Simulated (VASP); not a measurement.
Calculation: PW91 GGA, VASP's PBE PAW potentials (set 64) (plane waves; VASP 6.6.1).

Input for VASP

File POSCAR:
```
Tl
1
    1.8274012361    -3.1651519032     0.0000000000
    1.8274012361     3.1651519032     0.0000000000
    0.0000000000     0.0000000000     5.7363838235
Tl
2
Direct
  0.3333330000   0.6666670000   0.2500000000
  0.6666670000   0.3333330000   0.7500000000
```

### KPOINTS
```
Automatic
0
Gamma
 12 12 7
0 0 0
```

### INCAR
```
SYSTEM = Tl
PREC = Accurate
ENCUT = 520
EDIFF = 1E-7
NELM = 100
ALGO = Normal
LREAL = .FALSE.
LASPH = .TRUE.
ISMEAR = 1
SIGMA = 0.1
GGA = 91
LMAXMIX = 4
LWAVE = .FALSE.
LCHARG = .FALSE.
ISIF = 4
IBRION = 2
NSW = 30
EDIFFG = -0.01
```

POTCAR, in this order: Tl_d (PBE.64 set). Program: vasp_std.

Output

File OUTCAR:
```
 ion  position               nearest neighbor table
   1  0.333  0.667  0.250-   2 3.56   2 3.56   2 3.56   2 3.56   2 3.56   2 3.56
   2  0.667  0.333  0.750-   1 3.56   1 3.56   1 3.56   1 3.56   1 3.56   1 3.56
  LATTYP: Found a hexagonal cell.
 ALAT       =     3.6548025731
 C/A-ratio  =     1.5695468384
 Subroutine PRICEL returns:
 Original cell was already a primitive cell.
 Subroutine GETGRP returns: Found 24 space group operations
The static configuration has the point symmetry D_3d.
 The point group associated with its full space group is D_6h.
The dynamic configuration has the point symmetry D_3d.
 Subroutine INISYM returns: Found 24 space group operations
 Subroutine IBZKPT returns following result:
 Found     76 irreducible k-points:

 Following reciprocal coordinates:
            Coordinates               Weight
  0.000000  0.000000  0.000000      1.000000
  0.083333  0.000000  0.000000      6.000000
  0.166667  0.000000  0.000000      6.000000
  0.250000  0.000000  0.000000      6.000000
  0.333333 -0.000000  0.000000      6.000000
  0.416667  0.000000  0.000000      6.000000
  0.500000  0.000000  0.000000      3.000000
  0.083333  0.083333  0.000000      6.000000
  0.166667  0.083333  0.000000     12.000000
  0.250000  0.083333  0.000000     12.000000
  0.333333  0.083333  0.000000     12.000000
  0.416667  0.083333  0.000000     12.000000
  0.166667  0.166667  0.000000      6.000000
  0.250000  0.166667  0.000000     12.000000
  0.333333  0.166667  0.000000     12.000000
  0.416667  0.166667  0.000000      6.000000
  0.250000  0.250000  0.000000      6.000000
  0.333333  0.250000  0.000000     12.000000
  0.333333  0.333333  0.000000      2.000000
  0.000000  0.000000  0.142857      2.000000
  0.083333  0.000000  0.142857     12.000000
  0.166667  0.000000  0.142857     12.000000
...
```

File OSZICAR:
```
       N       E                     dE             d eps       ncg     rms          rms(c)
DAV:   1     0.124848907096E+03    0.12485E+03   -0.14164E+04  2608   0.141E+03
DAV:   2    -0.228972122594E+01   -0.12714E+03   -0.12558E+03  2776   0.286E+02
DAV:   3    -0.457815769334E+01   -0.22884E+01   -0.22739E+01  3022   0.338E+01
DAV:   4    -0.459363723753E+01   -0.15480E-01   -0.15475E-01  2930   0.276E+00
DAV:   5    -0.459384429512E+01   -0.20706E-03   -0.20706E-03  2948   0.325E-01    0.179E+00
DAV:   6    -0.452934133841E+01    0.64503E-01   -0.14165E-01  2679   0.304E+00    0.127E+00
DAV:   7    -0.452043813857E+01    0.89032E-02   -0.33231E-02  2727   0.147E+00    0.748E-01
DAV:   8    -0.451999759604E+01    0.44054E-03   -0.60423E-04  2695   0.206E-01    0.582E-02
DAV:   9    -0.451999554280E+01    0.20532E-05   -0.14265E-05  3141   0.344E-02    0.106E-02
DAV:  10    -0.452000137123E+01   -0.58284E-05   -0.59381E-06  2699   0.223E-02    0.323E-03
DAV:  11    -0.452000116709E+01    0.20414E-06   -0.51741E-08  1652   0.189E-03    0.454E-04
DAV:  12    -0.452000116767E+01   -0.58435E-09   -0.15704E-08  1377   0.106E-03
   1 F= -.45200012E+01 E0= -.45200793E+01  d E =-.452000E+01
       N       E                     dE             d eps       ncg     rms          rms(c)
DAV:   1    -0.454311100327E+01   -0.23110E-01   -0.88568E-01  2629   0.729E+00    0.611E-01
DAV:   2    -0.453044837495E+01    0.12663E-01   -0.79035E-03  2663   0.969E-01    0.375E-01
DAV:   3    -0.452360456217E+01    0.68438E-02   -0.13044E-02  2670   0.116E+00    0.434E-02
DAV:   4    -0.452363460288E+01   -0.30041E-04   -0.71358E-04  2676   0.252E-01    0.253E-02
DAV:   5    -0.452363747978E+01   -0.28769E-05   -0.71274E-06  3108   0.236E-02    0.427E-03
DAV:   6    -0.452363655171E+01    0.92807E-06   -0.17550E-06  2696   0.144E-02    0.962E-04
DAV:   7    -0.452363655008E+01    0.16312E-08   -0.10078E-07  1512   0.319E-03
   2 F= -.45236366E+01 E0= -.45236831E+01  d E =-.363538E-02
       N       E                     dE             d eps       ncg     rms          rms(c)
DAV:   1    -0.459232554187E+01   -0.68689E-01   -0.30273E+00  2625   0.135E+01    0.113E+00
DAV:   2    -0.454977184664E+01    0.42554E-01   -0.26258E-02  2663   0.170E+00    0.693E-01
DAV:   3    -0.452672586743E+01    0.23046E-01   -0.43127E-02  2678   0.209E+00    0.810E-02
DAV:   4    -0.452680812805E+01   -0.82261E-04   -0.23131E-03  2646   0.454E-01    0.453E-02
DAV:   5    -0.452681765257E+01   -0.95245E-05   -0.23791E-05  3106   0.438E-02    0.107E-02
DAV:   6    -0.452681449959E+01    0.31530E-05   -0.65312E-06  2659   0.275E-02    0.167E-03
DAV:   7    -0.452681452542E+01   -0.25829E-07   -0.33686E-07  2564   0.577E-03
   3 F= -.45268145E+01 E0= -.45269692E+01  d E =-.681336E-02
       N       E                     dE             d eps       ncg     rms          rms(c)
DAV:   1    -0.452922545685E+01   -0.24110E-02   -0.10804E-01  2610   0.255E+00    0.213E-01
DAV:   2    -0.452770950158E+01    0.15160E-02   -0.93235E-04  2652   0.345E-01    0.131E-01
DAV:   3    -0.452689160186E+01    0.81790E-03   -0.15422E-03  2677   0.409E-01    0.152E-02
DAV:   4    -0.452689465088E+01   -0.30490E-05   -0.87439E-05  2633   0.899E-02    0.844E-03
DAV:   5    -0.452689504629E+01   -0.39540E-06   -0.90038E-07  3008   0.891E-03    0.199E-03
DAV:   6    -0.452689483098E+01    0.21531E-06   -0.34082E-07  2057   0.663E-03    0.339E-04
DAV:   7    -0.452689482887E+01    0.21082E-08   -0.27063E-08  1314   0.154E-03
   4 F= -.45268948E+01 E0= -.45270644E+01  d E =-.689366E-02
```

### OUTCAR
```
------------------------ aborting loop because EDIFF is reached ----------------------------------------
  FORCE on cell =-STRESS in cart. coord.  units (eV):
  Direction    XX          YY          ZZ          XY          YZ          ZX
  --------------------------------------------------------------------------------------
  Total       -0.5714494     -0.5714495     -0.5707287      0.0000000      0.0000000     -0.0000000
  in kB      -13.7972241    -13.7972250    -13.7798225      0.0000000      0.0000000     -0.0000000
  external PRESSURE =     -13.7914239 kB  Pullay stress =       0.0000000 kB
  volume of cell :       66.36
      direct lattice vectors                 reciprocal lattice vectors
     1.851937953 -3.207650736 -0.000000000     0.269987447 -0.155877320  0.000000000
     1.851937953  3.207650736 -0.000000000     0.269987447  0.155877320  0.000000000
     0.000000000  0.000000000  5.585385694     0.000000000  0.000000000  0.179038665
 POSITION                                       TOTAL-FORCE (eV/Angst)
 -----------------------------------------------------------------------------------
      1.85194      1.06922      1.39635         0.000000      0.000000      0.000000
      1.85194     -1.06922      4.18904        -0.000000     -0.000000      0.000000
 -----------------------------------------------------------------------------------
    total drift:                               -0.000000      0.000489      0.000009
  FREE ENERGIE OF THE ION-ELECTRON SYSTEM (eV)
  ---------------------------------------------------
  free  energy   TOTEN  =        -4.5268948289 eV

  energy  without entropy=       -4.5274035086  energy(sigma->0) =       -4.52706439

 reached required accuracy - stopping structural energy minimisation
```
(Selected blocks of OUTCAR.)

**CONTCAR**
```
Tl
   1.00000000000000
     1.8519379525055069   -3.2076507364057716   -0.0000000000000000
     1.8519379525055069    3.2076507364057716   -0.0000000000000000
     0.0000000000000000    0.0000000000000000    5.5853856935118298
  Tl
     2
Direct
     0.3333330000000032    0.6666669999999968    0.2500000000000000
     0.6666669999999968    0.3333330000000032    0.7500000000000000
```

The compound is Tl in the hcp structure. This cell is one point of a volume scan, at 1.06 of the reference volume. Symmetry was kept, so distortions that lower it aren't found.
